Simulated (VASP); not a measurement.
Computed with HSE06 screened hybrid, VASP's PBE PAW potentials (set 64) (plane waves; VASP).

Input for VASP

INCAR:
```
AEXX = 0.25
ALGO = Normal
EDIFF = 1E-5
ENCUT = 400
GGA = PE
HFSCREEN = 0.2
ISIF = 0
ISMEAR = 0
ISPIN = 2
ISYM = 0
LASPH = T
LCHARG = F
LHFCALC = T
LORBIT = 10
LREAL = Auto
LWAVE = F
MAGMOM = 72*0.0139
NELM = 50
NELMIN = 4
NUPDOWN = 1
PREC = Normal
PRECFOCK = Fast
SIGMA = 0.05
SYSTEM = Al36CN35
```

**KPOINTS**
```
kpoints
0
Gamma
1 1 1
```

POSCAR:
```
Al36CN35
1
    4.6932676572    -8.1289780179     0.0000000000
    4.6932676572     8.1289780179     0.0000000000
    0.0000000000     0.0000000000    10.0192026156
Al N C
36 35 1
Direct
  0.2233423202   0.1122891650   0.2500134348
  0.1103821451   0.2217717262   0.0008902561
  0.2202086565   0.1098573839   0.7520544513
  0.1088892867   0.2209055680   0.4997904739
  0.2222991036   0.4447357441   0.2489477283
  0.1112532592   0.5554841881   0.0003621081
  0.2208774613   0.4431647110   0.7507890276
  0.1111780566   0.5553471092   0.5001939140
  0.2223978122   0.7779418265   0.2500284125
  0.1113003382   0.8889090776   0.0010019079
  0.2222672920   0.7773464266   0.7507351225
  0.1111568610   0.8879390385   0.5007800243
  0.5552759299   0.1127411670   0.2497370588
  0.4445712432   0.2226108591   0.9978906448
  0.5559408342   0.1100346122   0.7515994900
  0.4391404310   0.2173408213   0.5071116220
  0.5578246999   0.4487617211   0.2437700478
  0.4440907574   0.5556128563   0.9971790128
  0.5563768247   0.4443776016   0.7471315286
  0.4354125270   0.5513853823   0.5015239165
  0.5548524688   0.7768176406   0.2487080829
  0.4444908512   0.8887894286   0.0007298061
  0.5556618929   0.7777237976   0.7500385186
  0.4432962212   0.8878751751   0.5006994136
  0.8882674796   0.1107793303   0.2505716170
  0.7779964531   0.2221153455   0.0007823163
  0.8882043104   0.1103895802   0.7500499789
  0.7777005915   0.2225571911   0.4999717970
  0.8889339648   0.4454227784   0.2491706865
  0.7789264601   0.5561975586   0.9970388916
  0.8899229185   0.4438499408   0.7509941532
  0.7843953661   0.5548920626   0.5021784852
  0.8890831143   0.7772175198   0.2491396787
  0.7778184111   0.8888931631   0.0002401527
  0.8896851972   0.7783595209   0.7506555734
  0.7769173851   0.8866175393   0.4998792328
  0.2202020560   0.1094734262   0.4419179965
  0.1106153592   0.2220085070   0.1921611557
  0.2211869428   0.1107236170   0.9424303149
  0.1103601696   0.2213571219   0.6912784388
  0.2174795246   0.4424601054   0.4404863475
  0.1114679499   0.5561256529   0.1912296630
  0.2210812886   0.4433743431   0.9412095285
  0.1116483715   0.5554990791   0.6914958360
  0.2224363207   0.7776142517   0.4417065521
  0.1120078368   0.8897460366   0.1920909836
  0.2224093678   0.7778425290   0.9419023204
  0.1115295411   0.8886894914   0.6918248118
  0.5544112190   0.1112882533   0.4419543078
  0.4444736111   0.2228275769   0.1892004282
  0.5559815841   0.1106484884   0.9421742955
  0.4423813238   0.2189208984   0.6960206301
  0.4429931099   0.5569438414   0.1869503797
  0.5560332746   0.4448403748   0.9393417402
  0.4428895200   0.5552293673   0.6926332677
  0.5539941767   0.7753759618   0.4410525097
  0.4448587829   0.8898506700   0.1921585485
  0.5559239082   0.7785345213   0.9408403920
  0.4444107654   0.8884548178   0.6914180928
  0.8865101777   0.1089875428   0.4418159646
  0.7776379648   0.2224050387   0.1921924794
  0.8886150520   0.1108546405   0.9416324267
  0.7774009630   0.2218902407   0.6913786183
  0.8923882288   0.4438834386   0.4407997590
  0.7807959864   0.5575398038   0.1865295680
  0.8895359461   0.4436727588   0.9414295575
  0.7809590095   0.5565795013   0.6940484993
  0.8902251535   0.7778212000   0.4412435155
  0.7775524283   0.8886314966   0.1917618027
  0.8898371183   0.7792361703   0.9412715663
  0.7774765725   0.8881237830   0.6910622975
  0.5590334692   0.4459028941   0.4394718370
```

POTCAR, in this order: Al N C (PBE.64 set). Program: vasp_gam. Read from the step before: WAVECAR.

Output

**OUTCAR**
```
 ion  position               nearest neighbor table
   1  0.223  0.112  0.250-  50 1.90  38 1.90  46 1.90  37 1.92   2 3.08  10 3.09   4 3.09  14 3.10
                            12 3.10  13 3.11  16 3.12   5 3.13   9 3.13  25 3.14  33 3.14  17 3.15
   2  0.110  0.222  0.001-  39 1.90  62 1.90  43 1.90  38 1.92   5 3.08   3 3.08   1 3.08   7 3.09
                            25 3.09  27 3.09  26 3.12  34 3.12   6 3.13  10 3.13  14 3.13  18 3.13
   3  0.220  0.110  0.752-  52 1.89  48 1.90  40 1.90  39 1.91  16 3.03  14 3.06  10 3.07   2 3.08
                            12 3.10  35 3.11   4 3.11  27 3.12   7 3.13  11 3.13  19 3.15  15 3.15
   4  0.109  0.221  0.500-  41 1.90  60 1.90  37 1.90  40 1.92  25 3.07  27 3.08  20 3.08   1 3.09
                             7 3.10   5 3.10   3 3.11  28 3.12  16 3.12  36 3.13   8 3.13  12 3.14
   5  0.222  0.445  0.249-  42 1.90  38 1.90  53 1.90  41 1.92  20 3.07   6 3.07   2 3.08   8 3.10
                            18 3.10   4 3.10  21 3.12   1 3.13   9 3.13  17 3.13  29 3.13  25 3.14
   6  0.111  0.555  0.000-  66 1.90  43 1.90  47 1.90  42 1.91   5 3.07  31 3.08  29 3.08   7 3.08
                            11 3.08   9 3.09  30 3.12  18 3.12  22 3.13   2 3.13  26 3.13  10 3.13
   7  0.221  0.443  0.751-  55 1.90  44 1.90  40 1.90  43 1.91  20 3.05  18 3.06   6 3.08   2 3.09
                             8 3.09   4 3.10  31 3.11  27 3.12   3 3.13  11 3.13  23 3.14  19 3.14
   8  0.111  0.555  0.500-  64 1.88  41 1.88  45 1.90  44 1.92  20 3.06  32 3.07  31 3.09   9 3.09
                             7 3.09  11 3.09   5 3.10  29 3.10  24 3.12  12 3.12  28 3.13   4 3.13
   9  0.222  0.778  0.250-  42 1.90  46 1.90  57 1.90  45 1.92  10 3.08  22 3.08   6 3.09  24 3.09
                            12 3.09   8 3.09  33 3.13  29 3.13  21 3.13   5 3.13  13 3.13   1 3.13
  10  0.111  0.889  0.001-  39 1.90  70 1.90  47 1.90  46 1.91  33 3.07   3 3.07   9 3.08   1 3.09
                            35 3.09  11 3.09  30 3.12  22 3.13   2 3.13   6 3.13  34 3.13  14 3.13
  11  0.222  0.777  0.751-  44 1.90  48 1.90  59 1.90  47 1.92  24 3.08   6 3.08  12 3.09  22 3.09
                             8 3.09  10 3.09  31 3.12  35 3.13  15 3.13  23 3.13   7 3.13   3 3.13
  12  0.111  0.888  0.501-  68 1.89  37 1.90  45 1.90  48 1.91  35 3.08  11 3.09  16 3.09   9 3.09
                            32 3.10   3 3.10  33 3.10   1 3.10  24 3.12   8 3.12  36 3.13   4 3.14
...
```

OSZICAR:
```
       N       E                     dE             d eps       ncg     rms          rms(c)
DAV:   1    -0.621615253286E+03   -0.62162E+03   -0.17922E+01   876   0.855E+00    0.500E+01
DAV:   2    -0.621744258346E+03   -0.12901E+00   -0.38286E-01   838   0.145E+00    0.344E+01
DAV:   3    -0.621724860756E+03    0.19398E-01   -0.21543E-02   832   0.329E-01    0.211E+01
DAV:   4    -0.621717200316E+03    0.76604E-02   -0.55967E-03   811   0.159E-01    0.125E+01
DAV:   5    -0.621714570474E+03    0.26298E-02   -0.11727E-03   806   0.813E-02    0.731E+00
DAV:   6    -0.621713697220E+03    0.87325E-03   -0.39195E-04   827   0.473E-02    0.423E+00
DAV:   7    -0.621713411194E+03    0.28603E-03   -0.10602E-04   814   0.262E-02    0.245E+00
DAV:   8    -0.621713323177E+03    0.88016E-04   -0.39458E-05   654   0.167E-02    0.142E+00
DAV:   9    -0.621713296791E+03    0.26387E-04   -0.18254E-05   555   0.119E-02    0.819E-01
DAV:  10    -0.621713291526E+03    0.52644E-05   -0.81247E-06   459   0.797E-03
   1 F= -.62171329E+03 E0= -.62171329E+03  d E =-.516226E-13  mag=     1.0000
```

OUTCAR:
```
------------------------ aborting loop because EDIFF is reached ----------------------------------------
  volume of cell :      764.49
      direct lattice vectors                 reciprocal lattice vectors
     4.693267657 -8.128978018  0.000000000     0.106535582 -0.061508347  0.000000000
     4.693267657  8.128978018  0.000000000     0.106535582  0.061508347  0.000000000
     0.000000000  0.000000000 10.019202616     0.000000000  0.000000000  0.099808342
  FREE ENERGIE OF THE ION-ELECTRON SYSTEM (eV)
  ---------------------------------------------------
  free  energy   TOTEN  =      -621.7132915262 eV

  energy  without entropy=     -621.7132915262  energy(sigma->0) =     -621.71329153

  exchange ACFDT corr.  =         0.00000000  see jH, gK, PRB 81, 115126

 total charge

# of ion       s       p       d       tot
------------------------------------------
    1        0.410   0.445   0.000   0.855
    2        0.412   0.448   0.000   0.860
    3        0.413   0.451   0.000   0.864
    4        0.411   0.446   0.000   0.857
    5        0.411   0.446   0.000   0.857
    6        0.412   0.448   0.000   0.860
    7        0.413   0.450   0.000   0.863
    8        0.415   0.457   0.000   0.872
    9        0.411   0.447   0.000   0.859
   10        0.412   0.448   0.000   0.860
   11        0.411   0.447   0.000   0.858
   12        0.414   0.450   0.000   0.864
   13        0.411   0.445   0.000   0.856
   14        0.411   0.446   0.000   0.858
   15        0.412   0.450   0.000   0.862
   16        0.424   0.444   0.000   0.868
   17        0.421   0.457   0.000   0.878
   18        0.412   0.450   0.000   0.863
   19        0.408   0.441   0.000   0.849
   20        0.424   0.449   0.000   0.874
   21        0.411   0.446   0.000   0.858
   22        0.412   0.447   0.000   0.859
   23        0.412   0.449   0.000   0.861
   24        0.413   0.445   0.000   0.858
   25        0.411   0.447   0.000   0.858
   26        0.412   0.448   0.000   0.859
   27        0.411   0.446   0.000   0.857
   28        0.410   0.445   0.000   0.856
   29        0.411   0.445   0.000   0.856
   30        0.412   0.451   0.000   0.863
   31        0.413   0.451   0.000   0.864
   32        0.426   0.464   0.000   0.890
   33        0.411   0.446   0.000   0.857
   34        0.411   0.447   0.000   0.859
   35        0.412   0.451   0.000   0.863
   36        0.410   0.445   0.000   0.855
   37        1.230   2.590   0.000   3.821
   38        1.228   2.596   0.000   3.824
   39        1.229   2.600   0.000   3.829
   40        1.228   2.595   0.000   3.823
   41        1.230   2.608   0.000   3.837
   42        1.228   2.598   0.000   3.827
   43        1.229   2.599   0.000   3.827
   44        1.228   2.597   0.000   3.825
   45        1.229   2.598   0.000   3.826
   46        1.228   2.596   0.000   3.825
   47        1.228   2.595   0.000   3.823
   48        1.229   2.598   0.000   3.826
   49        1.231   2.574   0.000   3.805
   50        1.230   2.588   0.000   3.818
   51        1.229   2.599   0.000   3.827
   52        1.230   2.604   0.000   3.834
   53        1.229   2.601   0.000   3.830
   54        1.228   2.593   0.000   3.821
   55        1.230   2.593   0.000   3.823
   56        1.231   2.572   0.000   3.803
   57        1.228   2.595   0.000   3.823
   58        1.228   2.597   0.000   3.826
   59        1.228   2.597   0.000   3.825
   60        1.228   2.596   0.000   3.824
   61        1.228   2.596   0.000   3.824
   62        1.228   2.596   0.000   3.824
   63        1.228   2.595   0.000   3.823
   64        1.230   2.606   0.000   3.836
   65        1.229   2.602   0.000   3.831
   66        1.229   2.600   0.000   3.829
   67        1.230   2.597   0.000   3.827
   68        1.230   2.586   0.000   3.816
   69        1.228   2.595   0.000   3.823
   70        1.229   2.599   0.000   3.828
   71        1.228   2.595   0.000   3.824
   72        0.872   1.612   0.000   2.485
--------------------------------------------------
tot         58.752 108.596   0.000 167.348

 magnetization (x)

# of ion       s       p       d       tot
------------------------------------------
    1       -0.000  -0.000   0.000  -0.000
    2       -0.000   0.000   0.000   0.000
    3       -0.000   0.000   0.000   0.000
    4       -0.000  -0.000   0.000  -0.000
    5        0.000   0.000   0.000   0.000
    6       -0.000  -0.000   0.000  -0.000
    7        0.000   0.000   0.000   0.000
    8       -0.000   0.000   0.000  -0.000
    9       -0.000  -0.000   0.000  -0.000
   10       -0.000  -0.000   0.000  -0.000
   11       -0.000  -0.000   0.000  -0.000
   12       -0.001   0.001   0.000   0.001
   13       -0.000  -0.000   0.000  -0.001
...
```
(Selected blocks of OUTCAR.)

### OUTCAR
```
 val. band max:        5.4904365685   @ k =   0.0000   0.0000   0.0000

 cond. band min:       7.2230231883   @ k =   0.0000   0.0000   0.0000


 Fermi energy:         5.6045692538

 spin component 1

 k-point     1 :       0.0000    0.0000    0.0000
  band No.  band energies     occupation
      1     -11.4862      1.00000
      2     -10.5683      1.00000
      3     -10.5596      1.00000
      4     -10.2412      1.00000
      5     -10.2310      1.00000
      6     -10.2122      1.00000
      7     -10.2031      1.00000
      8     -10.2019      1.00000
      9     -10.0432      1.00000
     10      -9.5768      1.00000
     11      -9.5700      1.00000
     12      -9.5484      1.00000
     13      -9.5454      1.00000
     14      -9.5304      1.00000
     15      -9.5252      1.00000
     16      -9.5217      1.00000
     17      -9.5159      1.00000
     18      -9.5145      1.00000
     19      -9.5083      1.00000
     20      -9.4832      1.00000
     21      -9.2858      1.00000
     22      -9.1844      1.00000
     23      -8.9540      1.00000
     24      -8.9165      1.00000
     25      -8.9015      1.00000
     26      -8.8652      1.00000
     27      -8.8601      1.00000
     28      -8.8316      1.00000
     29      -8.8233      1.00000
     30      -8.7677      1.00000
     31      -8.7458      1.00000
     32      -8.7433      1.00000
     33      -8.7244      1.00000
     34      -8.7178      1.00000
     35      -8.7143      1.00000
     36      -5.5264      1.00000
     37      -1.3186      1.00000
     38      -0.1416      1.00000
     39      -0.1301      1.00000
     40      -0.1216      1.00000
     41      -0.1035      1.00000
     42      -0.0670      1.00000
     43      -0.0566      1.00000
     44      -0.0402      1.00000
     45      -0.0347      1.00000
     46      -0.0252      1.00000
     47      -0.0231      1.00000
     48      -0.0165      1.00000
     49      -0.0154      1.00000
...
```

The supercell is sampled at Γ alone, which is coarse: total energies, pressure and levels can be off, energies of defects by several tenths of an eV.

The cell is a supercell with a defect, built from AlN (wurtzite): C_N. The cell's shape comes from a PBE relaxation.
